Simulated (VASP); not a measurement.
A cell of Ni$_{3}$Fe (L1_2) near equilibrium:

```yaml
crystal:
  lattice:
    - [3.54025, 0.00000, 0.00000]
    - [0.00000, 3.54025, 0.00000]
    - [0.00000, 0.00000, 3.54025]
  atoms:
    - { symbol: Fe, position: [0.00000, 0.00000, 0.00000], spin: 2.9 }
    - { symbol: Ni, position: [0.00000, 0.50000, 0.50000], spin: 0.6 }
    - { symbol: Ni, position: [0.50000, 0.00000, 0.50000], spin: 0.6 }
    - { symbol: Ni, position: [0.50000, 0.50000, 0.00000], spin: 0.6 }
```

Calculation: PBE GGA, VASP's PBE PAW potentials (set 64) (plane waves; VASP).

| run | ΔE (meV/atom) | σxx | σyy | σzz | largest shear component, with its sign (GPa) | largest force (eV/Å) | moment (μB) |
|---|---|---|---|---|---|---|---|
| as it is | 0.0 | 0.56 | 0.56 | 0.56 | 0.00 | 0.000 | 4.80 |
| after one change | 16.0 | 10.26 | 10.26 | 10.26 | 0.00 | 0.000 | 4.67 |
Stress is in GPa, positive when the cell is compressed.

Q: What was changed between the two runs?
(A) isotropic strain of -2.0 %
(B) atom 3 (Ni) moved by 0.150 Å along y
(C) isotropic strain of -1.0 %
(D) isotropic strain of -1.5 %

A: D, isotropic strain of -1.5 %

The compound is Ni3Fe in the L1_2 structure. The spin order is the one that the start imposed; others were not tried in this run.
